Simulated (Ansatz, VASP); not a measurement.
# Si2MoN4 (MoSi2N4 bilayer, AA') in two plane-wave programs, part 2 of 2

One calculation is typed for both programs; each brings its own data sets. How far apart do they land? The structure shown is the start of the Ansatz relaxation below; VASP solves that cell, so the two are compared at the walk's first step.

VASP 6.6.1 and Ansatz 0.2.0.

So far: The starting structure; Ansatz: relaxation, LDA.

### Step 3. VASP: single point, LDA, start cell

Level of this step: LDA, no spin polarisation; plane waves and PAW (N, Si, Mo_sv) (VASP).

The same cell, functional (in two slightly different forms), mesh and smearing now go to VASP, with its own data sets.

Lines of VASP's logs that name or quote its potential files are left out, and so is its time.

The input, INCAR:

```
SYSTEM = Si2MoN4
PREC = Accurate
ENCUT = 520
EDIFF = 1E-06
NELM = 120
ISMEAR = -1
SIGMA = 0.05
LREAL = .FALSE.
ALGO = Normal
GGA = CA
NBANDS = 56
LASPH = .TRUE.
LORBIT = 11
LWAVE = .FALSE.
LCHARG = .FALSE.
ISIF = 2
LDIPOL = .TRUE.
IDIPOL = 3
DIPOL = 0.5 0.5 0.303
LVHAR = .TRUE.
GGA_COMPAT = .FALSE.
EFERMI = MIDGAP
NELMDL = -8
KPAR = 4
```

The input, POSCAR:

```
Si2MoN4
1.0
    2.9200000000      0.0000000000      0.0000000000
   -1.4600000000      2.5287940000      0.0000000000
    0.0000000000      0.0000000000     57.6471620000
N Si Mo
8 4 2
Direct
    0.0000000000      0.0000000000      0.1561221696
    0.3333333992      0.6666667985      0.1946224517
    0.3333333992      0.6666667985      0.2366527254
    0.0000000000      0.0000000000      0.2751530249
    0.3333333992      0.6666667985      0.3306631296
    0.0000000000      0.0000000000      0.3691634117
    0.0000000000      0.0000000000      0.4111936855
    0.3333333992      0.6666667985      0.4496939676
    0.3333333992      0.6666667985      0.1642653631
    0.3333333992      0.6666667985      0.2670098139
    0.0000000000      0.0000000000      0.3388063232
    0.0000000000      0.0000000000      0.4415507740
    0.0000000000      0.0000000000      0.2156375885
    0.3333333992      0.6666667985      0.3901785486
```

The input, KPOINTS:

```
Automatic mesh
0
Gamma
12 12 1
0 0 0
```

PAW data sets: N, Si and Mo_sv (LDA family, release 64).

The run is started by

```bash
> mpirun -np 4 vasp_std
```

Numbers of over 12 decimals in the logs are rounded to 6 here.

Output:

```text
[banner, memory and clock lines left out]
running    4 mpi-ranks, on    1 nodes
 distrk:  each k-point on    1 cores,    4 groups
 distr:  one band on    1 cores,    1 groups

 POSCAR found type information on POSCAR N SiMo
 POSCAR found :  3 types and      14 ions
 LDA part: xc-table for (Slater(with rela. corr.)+CA(PZ))
 , standard interpolation
|                                                                             |
|           W    W    AA    RRRRR   N    N  II  N    N   GGGG   !!!           |
|           W    W   A  A   R    R  NN   N  II  NN   N  G    G  !!!           |
|           W    W  A    A  R    R  N N  N  II  N N  N  G       !!!           |
|           W WW W  AAAAAA  RRRRR   N  N N  II  N  N N  G  GGG   !            |
|           WW  WW  A    A  R   R   N   NN  II  N   NN  G    G                |
|           W    W  A    A  R    R  N    N  II  N    N   GGGG   !!!           |
|                                                                             |
|     One of the lattice vectors is very long (>50 A), but AMIN is rather     |
|     large. This can spoil convergence since charge sloshing might occur     |
|     along the long lattice vector. If problems with convergence are         |
|     observed, try to decrease AMIN to a smaller value (e.g. 0.01).          |
|     Note: This warning only applies if the self-consistency cycle is        |
|     used.                                                                   |
|                                                                             |

 POSCAR, INCAR and KPOINTS ok, starting setup
 FFT: planning ... GRIDC
 FFT: planning ... GRID_SOFT
 FFT: planning ... GRID
 WAVECAR not read
 entering main loop
       N       E                     dE             d eps       ncg     rms          rms(c)
DAV:   1     0.756527857780E+03    0.75653E+03   -0.41924E+04  2448   0.126E+03
DAV:   2    -0.724920380834E+02   -0.82902E+03   -0.80514E+03  2808   0.333E+02
DAV:   3    -0.154305406071E+03   -0.81813E+02   -0.80725E+02  2504   0.104E+02
DAV:   4    -0.156975679947E+03   -0.26703E+01   -0.26560E+01  2696   0.193E+01
DAV:   5    -0.157067028938E+03   -0.91349E-01   -0.91260E-01  2648   0.337E+00
DAV:   6    -0.157071176090E+03   -0.41472E-02   -0.41466E-02  2832   0.679E-01
DAV:   7    -0.157071301566E+03   -0.12548E-03   -0.12546E-03  2688   0.117E-01
DAV:   8    -0.157071307789E+03   -0.62224E-05   -0.62218E-05  2648   0.234E-02    0.579E+01
DAV:   9    -0.137773168863E+03    0.19298E+02   -0.90136E+01  2416   0.423E+01    0.141E+01
DAV:  10    -0.136811618170E+03    0.96155E+00   -0.12453E+01  2552   0.202E+01    0.162E+01
DAV:  11    -0.136247501018E+03    0.56412E+00   -0.82518E-01  2480   0.557E+00    0.504E+00
DAV:  12    -0.136183284714E+03    0.64216E-01   -0.35656E-01  2680   0.284E+00    0.927E-01
DAV:  13    -0.136178926394E+03    0.43583E-02   -0.35891E-02  2576   0.890E-01    0.773E-01
DAV:  14    -0.136176766235E+03    0.21602E-02   -0.76069E-03  2592   0.416E-01    0.255E-01
[...]
DAV:  24    -0.136177663375E+03   -0.18153E-04   -0.48275E-07  1768   0.231E-03    0.199E-03
DAV:  25    -0.136177686114E+03   -0.22739E-04   -0.57859E-07  1760   0.220E-03    0.604E-04
DAV:  26    -0.136177696055E+03   -0.99406E-05   -0.18250E-07  1616   0.117E-03    0.630E-04
DAV:  27    -0.136177700836E+03   -0.47817E-05   -0.95260E-08  1544   0.113E-03    0.207E-04
DAV:  28    -0.136177703513E+03   -0.26765E-05   -0.66683E-08  1600   0.820E-04    0.273E-04
DAV:  29    -0.136177704973E+03   -0.14600E-05   -0.27040E-08  1520   0.451E-04    0.146E-04
DAV:  30    -0.136177706120E+03   -0.11472E-05   -0.29472E-08  1544   0.463E-04    0.972E-05
DAV:  31    -0.136177706370E+03   -0.24985E-06   -0.42692E-09  1472   0.251E-04
   1 F= -.13617771E+03 E0= -.13617771E+03  d E =-.200976E-07
```

OUTCAR, selected parts (step 3):

```text
ion  position               nearest neighbor table
   1  0.000  0.000  0.156-   9 1.75   9 1.75   9 1.75
   2  0.333  0.667  0.195-   9 1.75  13 2.08  13 2.08  13 2.08
   3  0.333  0.667  0.237-  10 1.75  13 2.08  13 2.08  13 2.08
   4  0.000  0.000  0.275-  10 1.75  10 1.75  10 1.75
   5  0.333  0.667  0.331-  11 1.75  11 1.75  11 1.75
   6  0.000  0.000  0.369-  11 1.75  14 2.08  14 2.08  14 2.08
   7  0.000  0.000  0.411-  12 1.75  14 2.08  14 2.08  14 2.08
   8  0.333  0.667  0.450-  12 1.75  12 1.75  12 1.75
   9  0.333  0.667  0.164-   1 1.75   1 1.75   2 1.75   1 1.75
  10  0.333  0.667  0.267-   3 1.75   4 1.75   4 1.75   4 1.75
  11  0.000  0.000  0.339-   5 1.75   5 1.75   6 1.75   5 1.75
  12  0.000  0.000  0.442-   8 1.75   8 1.75   7 1.75   8 1.75
  13  0.000  0.000  0.216-   2 2.08   2 2.08   3 2.08   3 2.08   2 2.08   3 2.08
  14  0.333  0.667  0.390-   6 2.08   7 2.08   6 2.08   7 2.08   6 2.08   7 2.08

  LATTYP: Found a hexagonal cell.
 ALAT       =     2.9200000000
 C/A-ratio  =    19.7421787671

 Subroutine GETGRP returns: Found 12 space group operations
 (whereof  6 operations were pure point group operations)

The static configuration has the point symmetry C_3v.
 The point group associated with its full space group is D_3d.

 Found     19 irreducible k-points:

   k-points           NKPTS =     19   k-points in BZ     NKDIM =     19   number of bands    NBANDS=     56

   dimension x,y,z NGX =    24 NGY =   24 NGZ =  432
   dimension x,y,z NGXF=    48 NGYF=   48 NGZF=  864

   ENCUT  =  520.0 eV  38.22 Ry    6.18 a.u.   5.43  5.43107.19*2*pi/ulx,y,z

   NELECT =      84.0000    total number of electrons

 k-points in reciprocal lattice and weights: Automatic mesh
   0.00000000  0.00000000  0.00000000       0.007
   0.08333333 -0.00000000  0.00000000       0.042
   0.16666667  0.00000000  0.00000000       0.042
   0.25000000  0.00000000  0.00000000       0.042
   0.33333333  0.00000000  0.00000000       0.042
   0.41666667  0.00000000  0.00000000       0.042
   0.50000000  0.00000000  0.00000000       0.021
   0.08333333  0.08333333  0.00000000       0.042
   0.16666667  0.08333333  0.00000000       0.083
[...]
0.33333333  0.25000000  0.00000000       0.083
   0.33333333  0.33333333  0.00000000       0.014

 dipolmoment           0.000000      0.000000     -0.000006 electrons x Angstroem

 average (electrostatic) potential at core
       1 -69.2955       2 -68.8686       3 -68.8690       4 -69.2979       5 -69.2979
       6 -68.8691       7 -68.8687       8 -69.2956       9 -92.3946      10 -92.3948
      11 -92.3948      12 -92.3947      13 -82.5634      14 -82.5635

 E-fermi :   0.2486

 k-point     1 :       0.0000    0.0000    0.0000
  band No.  band energies     occupation
    ...
     38      -3.2726      2.00000
     39      -3.0526      2.00000
     40      -2.6810      2.00000
     41      -0.5485      2.00000
     42      -0.4901      2.00000
     43       2.3582      0.00000
     44       2.3582      0.00000
     45       2.3588      0.00000
     46       2.3588      0.00000
     47       2.4141      0.00000
    ...

 k-point     2 :       0.0833   -0.0000    0.0000
  band No.  band energies     occupation
    ...
     38      -3.3790      2.00000
     39      -2.8223      2.00000
     40      -2.5922      2.00000
     41      -0.6357      2.00000
     42      -0.6038      2.00000
     43       2.1310      0.00000
     44       2.1883      0.00000
     45       2.2883      0.00000
     46       2.3275      0.00000
     47       2.3278      0.00000
    ...

 k-point     3 :       0.1667    0.0000    0.0000
  band No.  band energies     occupation
    ...
     38      -3.5300      2.00000
     39      -2.8108      2.00000
     40      -2.6486      2.00000
     41      -1.0375      2.00000
     42      -1.0368      2.00000
     43       2.0425      0.00000
     44       2.1311      0.00000
     45       2.2525      0.00000
     46       2.2530      0.00000
     47       2.3078      0.00000
    ...

  Total       -9.9898961     -9.9898947      1.9818117      0.0000000      0.0000000      0.0000000
  in kB      -37.6008203    -37.6008150      7.4593114      0.0000000      0.0000000      0.0000000
  external PRESSURE =     -22.5807746 kB  Pullay stress =       0.0000000 kB

  energy-cutoff  :      520.00
  volume of cell :      425.67
      direct lattice vectors                 reciprocal lattice vectors
     2.920000000  0.000000000  0.000000000     0.342465753  0.197722709  0.000000000
    -1.460000000  2.528794000  0.000000000     0.000000000  0.395445418  0.000000000
     0.000000000  0.000000000 57.647162000     0.000000000  0.000000000  0.017346908

 POSITION                                       TOTAL-FORCE (eV/Angst)
 -----------------------------------------------------------------------------------
      0.00000      0.00000      9.00000         0.000000      0.000000     -0.325227
     -0.00000      1.68586     11.21943         0.000000     -0.000000     -0.494272
     -0.00000      1.68586     13.64236        -0.000000     -0.000000      0.498575
      0.00000      0.00000     15.86179        -0.000000      0.000000      0.329435
     -0.00000      1.68586     19.06179         0.000000     -0.000000     -0.329435
      0.00000      0.00000     21.28122        -0.000000      0.000000     -0.498575
      0.00000      0.00000     23.70415        -0.000000      0.000000      0.494272
     -0.00000      1.68586     25.92358        -0.000000     -0.000000      0.325227
     -0.00000      1.68586      9.46943        -0.000000      0.000000      0.375390
     -0.00000      1.68586     15.39236        -0.000000      0.000000     -0.311999
      0.00000      0.00000     19.53122         0.000000      0.000000      0.311999
      0.00000      0.00000     25.45415         0.000000      0.000000     -0.375390
      0.00000      0.00000     12.43089        -0.000000     -0.000000     -0.001113
     -0.00000      1.68586     22.49269         0.000000      0.000000      0.001113
 -----------------------------------------------------------------------------------
    total drift:                                0.000001     -0.001381     -0.001201

  FREE ENERGIE OF THE ION-ELECTRON SYSTEM (eV)
  ---------------------------------------------------
  free  energy   TOTEN  =      -136.1777063698 eV

  energy  without entropy=     -136.1777063497  energy(sigma->0) =     -136.17770636

 vacuum level on the upper side and lower side of the slab         4.751         4.752

 total charge
# of ion       s       p       d       tot
------------------------------------------
    1        1.209   2.659   0.000   3.868
    2        1.231   2.547   0.000   3.778
    3        1.231   2.547   0.000   3.778
    4        1.209   2.658   0.000   3.868
    5        1.209   2.658   0.000   3.868
    6        1.231   2.547   0.000   3.778
    7        1.231   2.547   0.000   3.778
    8        1.209   2.659   0.000   3.868
    9        0.684   0.979   0.000   1.662
   10        0.683   0.978   0.000   1.662
   11        0.683   0.978   0.000   1.662
   12        0.684   0.979   0.000   1.662
   13        2.325   6.299   3.964  12.588
   14        2.325   6.299   3.964  12.588
--------------------------------------------------
tot         17.144  37.334   7.928  62.406

[... 3 further parts left out ...]
```

This run has no spin polarisation, so a moment on Mo, if there is one, isn't seen.

### Step 4. Comparison

Known differences besides the potentials themselves: the two LDA forms differ slightly; Ansatz cuts the interaction across the vacuum, VASP repeats the sheet with a dipole correction; VASP's log shows a relativistic correction to its local exchange, Ansatz's none; Ansatz takes its cutoff from its data sets, VASP runs at 520 eV. Total energies have different zeros and are not compared.

Forces on 7 of the 14 atoms, those with the largest forces and the largest differences (eV/Å; atoms numbered as in POSCAR):

| atom | Ansatz x, y, z | VASP x, y, z |
| --- | --- | --- |
| N2 | 0.000, 0.000, -0.454 | 0.000, 0.000, -0.494 |
| N3 | 0.000, 0.000, 0.459 | 0.000, 0.000, 0.499 |
| N6 | 0.000, 0.000, -0.459 | 0.000, 0.000, -0.499 |
| N7 | 0.000, 0.000, 0.454 | 0.000, 0.000, 0.494 |
| Si9 | 0.000, 0.000, 0.402 | 0.000, 0.000, 0.375 |
| Si11 | 0.000, 0.000, 0.338 | 0.000, 0.000, 0.312 |
| Si12 | 0.000, 0.000, -0.402 | 0.000, 0.000, -0.375 |

The forces differ by 15 meV/Å r.m.s., which is 7.3 % of the r.m.s. force of 0.212 eV/Å (both taken over all components). With vacuum in the cell, a pressure given here is an average over mostly empty space and none of the material.

### Step 5. What came out

```json
{
 "r.m.s. force difference (single point, LDA, start cell)": "7.3 % of the r.m.s. force"
}
```

What this shows: The r.m.s. force difference is 7.3 % of the r.m.s. force (single point, LDA, start cell), beyond the 3 % picked in this series as the mark of a large difference. What causes the difference of the single point, LDA, start cell pair stays open here. 1 further run of this series is not shown here. Such differences can come from data sets, numerical settings and the points named under the comparisons, not from the functional's error against experiment.

[Lines on the potential files, build, host, timing and source positions are cut from VASP's logs without a mark.]

[Logs are printed without paths, hosts, clocks, repeated set-up lines and the standing remarks that a program may print on its own settings, such as how far it seeks lower states.]

[Hosts, paths, dates, database ids (printed as entryN), source tags and the programs' standing remarks are cut or masked in the printed files.]
